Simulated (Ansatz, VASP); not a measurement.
**Al6Si: VASP beside Ansatz**

Wanted: the spread between two codes on one cell, functional and k mesh. The cell is generated by rule, not measured, and may not be a known phase. The cell is taken from a series of runs on this material, whose earlier steps may have relaxed, scaled, displaced or heated it; both programs get it as it stands.

Method: plane waves, with VASP 6.6.1 beside it; single point at PBEsol, in Ansatz 0.2.0.

The structure was built from a prototype and need not be the compound's stable phase.

### 1. The starting structure

The structure is trigonal, space group R-3 (No. 148). The conventional cell has a = 8.696 Å, b = 8.696 Å, c = 10.650 Å, α = 90.00°, β = 90.00°, γ = 120.00°. Nearest to Si lie 6 Al at 4.30 Å. Al has 5 Al at 2.47 to 2.66 Å nearest. Farther neighbours are not listed.

### 2. Ansatz: single point, PBEsol, pair 1

Ansatz runs on its default PAW (the set named soft_2) files.

With cell and atoms fixed, the geometry can't cause a difference; cores, projectors, grids and the points listed under the comparison can.

The input, input.yaml:

```yaml
crystal:
  lattice:
    - [6.1489135354, 0.0, 0.0]
    - [0.0, 6.1489135354, 0.0]
    - [0.0, 0.0, 6.1489135354]
  atoms:
    - { symbol: Si, position: [0.0, 0.0, 0.0] }
    - { symbol: Al, position: [0.1974385139, 0.4747006539, 0.4747006539] }
    - { symbol: Al, position: [0.5252993461, 0.1974385139, 0.5252993461] }
    - { symbol: Al, position: [0.8025614861, 0.5252993461, 0.5252993461] }
    - { symbol: Al, position: [0.4747006539, 0.8025614861, 0.4747006539] }
    - { symbol: Al, position: [0.5252993461, 0.4747006539, 0.1974385139] }
    - { symbol: Al, position: [0.4747006539, 0.5252993461, 0.8025614861] }
kpoints:
  mp_grid: { grid: [6, 6, 6] }
hamiltonian:
  xc: pbesol
scf:
  occupations: { method: methfessel_paxton, width: 0.15 }
output:
  forces: true
  stress: true
  eigenvalues: true
```

On the command line:

```console
$ ansatz run input.yaml --threads 8 --pin off --max-ram 14336MiB --backend cpu --events-out ev --progress --plain --runs-dir out
```

Numbers of over 12 decimals in the logs are rounded to 6 here.

Output:

```text
Engine: ansatz 0.2.0, aarch64-unknown-linux-gnu
Pseudopotentials: kind: paw
Pseudopotential: Si, paw, valence charge 4, recommended cutoff 420 eV (normal), Si.paw.azcp
Pseudopotential: Al, paw, valence charge 3, recommended cutoff 420 eV (normal), Al.paw.azcp
Functional definition: PBEsol
  exchange = pbesol_x
  correlation = pbesol_c
Crystal: 7 atoms, lattice volume = 232.485 Å³
Basis set: ecut = 420 eV, 4553 PW (Γ), exchange–correlation on 90×90×90 points (8 copies of the dense FFT grid, shifted against one another)
Bands: 18, of which v1, the nominal top of the filled ones, is band 11 counted from 1 (10 counted from 0)
Symmetry: 6 space group operations
Space group: R-3 (ITA 148), of the structure as read, at distance tolerance 6.1e-5 Å
k-points: 40 of 216
Non-local potential: Si, projectors of the file, l = 0: 2, l = 1: 2, l = 2: 2
Non-local potential: Al, projectors of the file, l = 0: 2, l = 1: 2, l = 2: 1
PAW form: soft (Blöchl's): semilocal exchange-correlation on the pseudo side does not see the compensation charge
PAW frozen core: Si, regenerated for the run's functional, and the local potential with it (the file was generated under x = pbe(κ = 0.804, μ = 0.219515), c = pbe(β = 0.066725))
PAW frozen core: Al, regenerated for the run's functional, and the local potential with it (the file was generated under x = pbe(κ = 0.804, μ = 0.219515), c = pbe(β = 0.066725))
PAW one-centre angular grid: Si, 110 points (default); XC on 64 Gauss nodes
PAW one-centre angular grid: Al, 110 points (default); XC on 64 Gauss nodes
Initial density: superposition of atomic densities (neutral atoms: chi_scale 0, normalization atom), corrected by the library's trained network
Initial wavefunctions: pseudopotential atomic-orbital guess
Functional: x = pbesol(κ = 0.804, μ = 0.123457), c = pbesol(β = 0.046)
SCF iter   1: F=—  HF=-3760.647032 eV  |F-HF|=—  |Δ(HF+E_count)|=         —  Δρ=1.14e-2  dr2=2.02e0  ethr=1.77e-3  ⟨swp⟩=7.3  Hψ=4658  notcnv=0
preconditioner: auto → Resta (q_TF=auto, 1.842 Å⁻¹)  ε∞=6.0  [insulator: Δε(μ)=0.115 eV  Ē_g=5.093 eV  σ=0.150 eV  W_gap=0.55  n_scr=26 (ndim 8)  ℏωp=11.4 eV  f_vac=0.000  D(μ)=2.92/eV (n_scr^D=18)  ε∞_Penn≈6.0]
SCF iter   2: F=—  HF=-3760.458942 eV  |F-HF|=—  |Δ(HF+E_count)|=   1.88e-1  S|Δr|=    0.00e0  Δρ=3.54e-3  dr2=1.23e-1  ethr=1.77e-3  ⟨swp⟩=1.8  Hψ=1090  notcnv=0
preconditioner: auto → Kerker (q_TF=auto, 1.842 Å⁻¹)  [metal: Δε(μ)=0.017 eV  Ē_g=5.043 eV  σ=0.150 eV  W_gap=0.10  n_scr=26 (ndim 8)  ℏωp=11.4 eV  f_vac=0.000  D(μ)=7.51/eV (n_scr^D=56)]
SCF iter   3: F=—  HF=-3760.448912 eV  |F-HF|=—  |Δ(HF+E_count)|=   1.00e-2  S|Δr|=    0.00e0  Δρ=1.47e-3  dr2=1.99e-2  ethr=5.61e-4  ⟨swp⟩=1.0  Hψ=697  notcnv=0
SCF iter   4: F=—  HF=-3760.449721 eV  |F-HF|=—  |Δ(HF+E_count)|=   8.10e-4  S|Δr|=    0.00e0  Δρ=1.14e-3  dr2=1.57e-2  ethr=9.06e-5  ⟨swp⟩=1.1  Hψ=707  notcnv=0
SCF iter   5: F=—  HF=-3760.448731 eV  |F-HF|=—  |Δ(HF+E_count)|=   9.90e-4  S|Δr|=    0.00e0  Δρ=4.06e-4  dr2=1.70e-3  ethr=7.15e-5  ⟨swp⟩=1.0  Hψ=814  notcnv=0
SCF iter   6: F=—  HF=-3760.448629 eV  |F-HF|=—  |Δ(HF+E_count)|=   1.02e-4  S|Δr|=    0.00e0  Δρ=7.12e-5  dr2=2.56e-5  ethr=7.75e-6  ⟨swp⟩=1.0  Hψ=883  notcnv=0
SCF iter   7: F=—  HF=-3760.448655 eV  |F-HF|=—  |Δ(HF+E_count)|=   2.54e-5  S|Δr|=    0.00e0  Δρ=2.37e-5  dr2=6.36e-6  ethr=1.16e-7  ⟨swp⟩=2.5  Hψ=1117  notcnv=0
SCF iter   8: F=—  HF=-3760.448655 eV  |F-HF|=—  |Δ(HF+E_count)|=   7.57e-8  S|Δr|=    0.00e0  Δρ=6.45e-6  dr2=3.52e-7  ethr=2.89e-8  ⟨swp⟩=1.0  Hψ=709  notcnv=0
SCF iter   9: F=—  HF=-3760.448655 eV  |F-HF|=—  |Δ(HF+E_count)|=   2.56e-9  S|Δr|=    0.00e0  Δρ=4.62e-6  dr2=2.54e-7  ethr=4.55e-10  ⟨swp⟩=6.6  Hψ=3273  notcnv=0
SCF iter  10: F=-3760.448655 eV  HF=-3760.448655 eV  |F-HF|=1.50e-8  |Δ(HF+E_count)|=   1.81e-8  S|Δr|=    0.00e0  Δρ=1.22e-6  dr2=1.83e-8  ethr=4.55e-10  ⟨swp⟩=3.0  Hψ=2289  notcnv=0
SCF 1 converged in 10 iterations: F = -3760.448655 eV  dr2 = 1.83e-8
  greatest PAW one-centre occupation: 0.761 electrons in one spin orbital (limit 2), on the Si atom at site 0 (counted from 0), in its partial waves of l = 0
SCF converged after 10 iterations
Stability not checked: this state was not tested for a lower state beside it, because cold or Methfessel-Paxton smearing, or corrected tetrahedra, fill the levels in a way that the test cannot read (fill_not_monotonic; see scf.lower_state_search)
Free energy (F): -3760.448655 eV
Harris-Foulkes:  -3760.448655 eV  (|F-HF|=1.50e-8)
Internal energy: -3760.433218 eV  (E = F + TS)
E sigma→0 (E₀):  -3760.444796 eV
Entropy (-TS):   -0.015437 eV (-2.205 meV/atom)
Fermi energy:    1.662803 eV
--- Per-component energies (eV) ---
  E_band       = -37.717684
  E_kinetic    = 155.917715
  E_local      = -194.462026  (includes V_loc(G=0)·N_el)
  E_nonlocal   = 92.217049
  E_hartree    = 67.426069
  E_xc         = -276.672431
  E_vxc        = -202.555664  (∫ρ·V_xc dr)
  E_paw        = -3226.719303  (= ΣΔE_a)
  E_vpaw       = -23.686237  (= ΣTr[D̂ρ^β])
  E_aug_tail   = -0.000006  (compensation charges beyond the density's cutoff)
  E_ewald      = -378.286681
  E_core_change = 0.146395  (= ΣΔE_core)
  E_smearing   = -0.015437  (= −TS)
  E_closure    = -0.000000  (closes the sum)
  Σ components = -3760.448655   (vs F -3760.448655, Δ=0.00e0)
--- Forces (eV/Å), atoms counted from 1 ---
  atom   1  Si    -0.00000000     0.00000000     0.00000000
  atom   2  Al    -0.15557531    -0.07921598    -0.02061745
  atom   3  Al     0.02061745    -0.15557531     0.07921598
  atom   4  Al     0.15557531     0.07921598     0.02061745
  atom   5  Al    -0.02061745     0.15557531    -0.07921598
  atom   6  Al     0.07921598    -0.02061745    -0.15557531
  atom   7  Al    -0.07921598     0.02061745     0.15557531
  max |Σ_I F_I| component: 3.12e-17 eV/Å
--- Stress (GPa, compression-positive) ---
       -0.949765       0.129102      -0.129102
        0.129102      -0.949765      -0.129102
       -0.129102      -0.129102      -0.949765
  P = ⅓ Tr σ = -0.9498 GPa (-9.498 kbar)
--- Band table (eV; the first three rows and the last of 40) ---
  k-point 0: bands = [... 7 lower, -0.8502, 1.6912, 1.6912, 1.7282, 2.0714, 2.0714, 2.1367, 3.5371, ... 3 higher]
  k-point 1: bands = [... 7 lower, -0.5703, 1.2844, 1.3353, 1.7956, 2.1123, 2.2314, 2.2426, 3.3225, ... 3 higher]
  k-point 2: bands = [... 7 lower, 0.4876, 0.7896, 0.8508, 1.9575, 2.1585, 2.3884, 2.3969, 2.9577, ... 3 higher]
  k-point 39: bands = [... 7 lower, -0.2306, 1.6355, 1.6355, 1.6800, 2.6646, 2.6646, 2.6664, 3.8746, ... 3 higher]
```

The column dr2 measures how far the density is from self-consistency, as an energy; F and HF (Harris–Foulkes) agree once it is small.

The run ends at a pressure of -0.95 GPa, with forces up to 0.18 eV/Å.

### 3. VASP: single point, PBEsol, pair 1

The same cell, functional, mesh and smearing now go to VASP, with its own data sets.

Lines of VASP's logs that name or quote its potential files are left out, and so is its time.

The input, INCAR:

```
SYSTEM = Al6Si
PREC = Accurate
ENCUT = 500
EDIFF = 1E-06
NELM = 120
ISMEAR = 1
SIGMA = 0.15
LREAL = .FALSE.
ALGO = Normal
GGA = PS
NBANDS = 18
LORBIT = 11
LWAVE = .FALSE.
LCHARG = .FALSE.
ISIF = 2
LASPH = .TRUE.
GGA_COMPAT = .FALSE.
KPAR = 2
```

The input, POSCAR:

```
Al6Si
1.0
    6.1489135354      0.0000000000      0.0000000000
    0.0000000000      6.1489135354      0.0000000000
    0.0000000000      0.0000000000      6.1489135354
Si Al
1 6
Direct
    0.0000000000      0.0000000000      0.0000000000
    0.1974385139      0.4747006539      0.4747006539
    0.5252993461      0.1974385139      0.5252993461
    0.8025614861      0.5252993461      0.5252993461
    0.4747006539      0.8025614861      0.4747006539
    0.5252993461      0.4747006539      0.1974385139
    0.4747006539      0.5252993461      0.8025614861
```

The input, KPOINTS:

```
Automatic mesh
0
Gamma
6 6 6
0 0 0
```

Potentials, in the order of the species: Si and Al (PBE family, release 64).

On the command line:

```console
$ mpirun -np 2 vasp_std
```

Output:

```text
[banner, memory and clock lines left out]
running    2 mpi-ranks, on    1 nodes
 distrk:  each k-point on    1 cores,    2 groups
 distr:  one band on    1 cores,    1 groups

 POSCAR found type information on POSCAR SiAl
 POSCAR found :  2 types and       7 ions
|                                                                             |
|               ----> ADVICE to this user running VASP <----                  |
|                                                                             |
|     You enforced a specific xc type in the INCAR file but a different       |
|     [... a line on the potential file left out ...]
|     I HOPE YOU KNOW WHAT YOU ARE DOING!                                     |
|                                                                             |

 LDA part: xc-table for (Slater+PW92), standard interpolation
 POSCAR, INCAR and KPOINTS ok, starting setup
 FFT: planning ... GRIDC
 FFT: planning ... GRID_SOFT
 FFT: planning ... GRID
 WAVECAR not read
 entering main loop
       N       E                     dE             d eps       ncg     rms          rms(c)
DAV:   1     0.294273489771E+02    0.29427E+02   -0.67277E+03  1440   0.855E+02
DAV:   2    -0.231759107059E+02   -0.52603E+02   -0.50850E+02  1856   0.111E+02
DAV:   3    -0.254209648042E+02   -0.22451E+01   -0.22280E+01  1914   0.227E+01
DAV:   4    -0.254697554636E+02   -0.48791E-01   -0.48761E-01  2094   0.394E+00
DAV:   5    -0.254708324280E+02   -0.10770E-02   -0.10769E-02  2062   0.522E-01    0.632E+00
DAV:   6    -0.222096200998E+02    0.32612E+01   -0.17151E+01  1560   0.952E+00    0.347E+00
DAV:   7    -0.222270313757E+02   -0.17411E-01   -0.62041E+00  1522   0.488E+00    0.248E+00
DAV:   8    -0.220378068972E+02    0.18922E+00   -0.29404E+00  1610   0.281E+00    0.146E+00
DAV:   9    -0.220179502390E+02    0.19857E-01   -0.15046E+00  1578   0.191E+00    0.111E+00
DAV:  10    -0.219619179488E+02    0.56032E-01   -0.22595E-01  1568   0.888E-01    0.151E-01
DAV:  11    -0.219622167272E+02   -0.29878E-03   -0.90559E-03  1756   0.350E-01    0.981E-02
DAV:  12    -0.219626588271E+02   -0.44210E-03   -0.12345E-03  1760   0.872E-02    0.114E-01
DAV:  13    -0.219622259871E+02    0.43284E-03   -0.19627E-03  1626   0.696E-02    0.114E-02
DAV:  14    -0.219622336527E+02   -0.76656E-05   -0.43047E-05  1734   0.261E-02    0.149E-02
DAV:  15    -0.219622273275E+02    0.63252E-05   -0.22358E-05  1638   0.971E-03    0.639E-03
DAV:  16    -0.219622270543E+02    0.27324E-06   -0.12998E-06   816   0.520E-03
   1 F= -.21962227E+02 E0= -.21957032E+02  d E =-.155839E-01
```

Parts of OUTCAR (step 3):

```text
ion  position               nearest neighbor table
   1  0.000  0.000  0.000-
   2  0.197  0.475  0.475-   4 2.47   5 2.64   6 2.64   3 2.66   7 2.66
   3  0.525  0.197  0.525-   5 2.47   4 2.64   6 2.64   2 2.66   7 2.66
   4  0.803  0.525  0.525-   2 2.47   3 2.64   7 2.64   6 2.66   5 2.66
   5  0.475  0.803  0.475-   3 2.47   2 2.64   7 2.64   6 2.66   4 2.66
   6  0.525  0.475  0.197-   7 2.47   3 2.64   2 2.64   5 2.66   4 2.66
   7  0.475  0.525  0.803-   6 2.47   5 2.64   4 2.64   3 2.66   2 2.66

  LATTYP: Found a simple cubic cell.
 ALAT       =     6.1489135354

 Subroutine GETGRP returns: Found  6 space group operations
 (whereof  6 operations were pure point group operations)

The static configuration has the point symmetry S_6 .

 Found     40 irreducible k-points:

   k-points           NKPTS =     40   k-points in BZ     NKDIM =     40   number of bands    NBANDS=     18

   dimension x,y,z NGX =    48 NGY =   48 NGZ =   48
   dimension x,y,z NGXF=    96 NGYF=   96 NGZF=   96

   ENCUT  =  500.0 eV  36.75 Ry    6.06 a.u.  11.21 11.21 11.21*2*pi/ulx,y,z

   NELECT =      22.0000    total number of electrons

 k-points in reciprocal lattice and weights: Automatic mesh
   0.00000000  0.00000000  0.00000000       0.005
   0.16666667  0.00000000  0.00000000       0.028
   0.33333333  0.00000000  0.00000000       0.028
   0.50000000  0.00000000  0.00000000       0.014
   0.16666667  0.16666667  0.00000000       0.028
   0.00000000  0.16666667  0.16666667       0.028
   0.33333333  0.16666667  0.00000000       0.028
   0.00000000  0.33333333  0.16666667       0.028
  -0.16666667  0.33333333  0.00000000       0.028
[...]
0.50000000  0.50000000  0.33333333       0.028
   0.50000000  0.50000000  0.50000000       0.005

 average (electrostatic) potential at core
       1 -89.1668       2 -78.0449       3 -78.0449       4 -78.0449       5 -78.0449
       6 -78.0449       7 -78.0449

 E-fermi :   1.6585

 k-point     1 :       0.0000    0.0000    0.0000
  band No.  band energies     occupation
    ...
      6      -2.0526      2.00000
      7      -2.0526      2.00000
      8      -0.8574      2.00000
      9       1.6870      0.68471
     10       1.6870      0.68471
     11       1.7241      0.33212
     12       2.0671     -0.00080
     13       2.0671     -0.00080
     14       2.1326     -0.00007
     15       3.5302     -0.00000
    ...

 k-point     2 :       0.1667    0.0000    0.0000
  band No.  band energies     occupation
    ...
      6      -2.0394      2.00000
      7      -1.4172      2.00000
      8      -0.5767      2.00000
      9       1.2790      2.00203
     10       1.3301      2.00828
     11       1.7916     -0.01829
     12       2.1081     -0.00019
     13       2.2274     -0.00000
     14       2.2385     -0.00000
     15       3.3155     -0.00000
    ...

 k-point     3 :       0.3333    0.0000    0.0000
  band No.  band energies     occupation
    ...
      6      -2.0126      2.00000
      7      -1.3686      2.00000
      8       0.4825      2.00000
      9       0.7831      2.00000
     10       0.8446      2.00000
     11       1.9536     -0.01774
     12       2.1545     -0.00003
     13       2.3845     -0.00000
     14       2.3930     -0.00000
     15       2.9503     -0.00000
    ...

  Total       -1.3193978     -1.3193978     -1.3193978      0.1880588     -0.1880588     -0.1880588
  in kB       -9.0926651     -9.0926651     -9.0926651      1.2960125     -1.2960125     -1.2960125
  external PRESSURE =      -9.0926651 kB  Pullay stress =       0.0000000 kB

  energy-cutoff  :      500.00
  volume of cell :      232.49
      direct lattice vectors                 reciprocal lattice vectors
     6.148913535  0.000000000  0.000000000     0.162630356  0.000000000  0.000000000
     0.000000000  6.148913535  0.000000000     0.000000000  0.162630356  0.000000000
     0.000000000  0.000000000  6.148913535     0.000000000  0.000000000  0.162630356

 POSITION                                       TOTAL-FORCE (eV/Angst)
 -----------------------------------------------------------------------------------
      0.00000      0.00000      0.00000        -0.000000      0.000000      0.000000
      1.21403      2.91889      2.91889        -0.155242     -0.080327     -0.021445
      3.23002      1.21403      3.23002         0.021445     -0.155242      0.080327
      4.93488      3.23002      3.23002         0.155242      0.080327      0.021445
      2.91889      4.93488      2.91889        -0.021445      0.155242     -0.080327
      3.23002      2.91889      1.21403         0.080327     -0.021445     -0.155242
      2.91889      3.23002      4.93488        -0.080327      0.021445      0.155242
 -----------------------------------------------------------------------------------
    total drift:                                0.000000     -0.000000     -0.000000

  FREE ENERGIE OF THE ION-ELECTRON SYSTEM (eV)
  ---------------------------------------------------
  free  energy   TOTEN  =       -21.9622270543 eV

  energy  without entropy=      -21.9466431527  energy(sigma->0) =      -21.95703242

 total charge
# of ion       s       p       d       tot
------------------------------------------
    1        0.968   0.460   0.000   1.427
    2        0.457   0.358   0.000   0.815
    3        0.457   0.358   0.000   0.815
    4        0.457   0.358   0.000   0.815
    5        0.457   0.358   0.000   0.815
    6        0.457   0.358   0.000   0.815
    7        0.457   0.358   0.000   0.815
--------------------------------------------------
tot          3.712   2.606   0.000   6.318

[... 3 further parts left out ...]
```

The run ends at a pressure of -0.91 GPa, with forces up to 0.18 eV/Å.

### 4. Comparison

Known differences besides the potentials themselves: the cutoff is 420 eV in Ansatz and 500 eV in VASP; Ansatz makes its cores anew for this functional, VASP keeps those of its PBE data sets. Total energies have different zeros and are not compared.

Compared:

```csv
quantity,Ansatz,VASP,difference
pressure (GPa),-0.95,-0.91,-0.04
```

Forces (eV/Å; atoms numbered as in POSCAR):

```csv
atom,"Ansatz x, y, z","VASP x, y, z"
Si1,"0.000, 0.000, 0.000","0.000, 0.000, 0.000"
Al2,"-0.156, -0.079, -0.021","-0.155, -0.080, -0.021"
Al3,"0.021, -0.156, 0.079","0.021, -0.155, 0.080"
Al4,"0.156, 0.079, 0.021","0.155, 0.080, 0.021"
Al5,"-0.021, 0.156, -0.079","-0.021, 0.155, -0.080"
Al6,"0.079, -0.021, -0.156","0.080, -0.021, -0.155"
Al7,"-0.079, 0.021, 0.156","-0.080, 0.021, 0.155"
```

The forces differ by 0.8 meV/Å r.m.s., which is 0.8 % of the r.m.s. force of 0.094 eV/Å (both taken over all components).

(Part 1 of 2 ends here.)

[Lines on the potential files, build, host, timing and source positions are cut from VASP's logs without a mark.]

[Logs are printed without paths, hosts, clocks, repeated set-up lines and the standing remarks that a program may print on its own settings, such as how far it seeks lower states.]

[Hosts, paths, dates, database ids (printed as entryN), source tags and the programs' standing remarks are cut or masked in the printed files.]
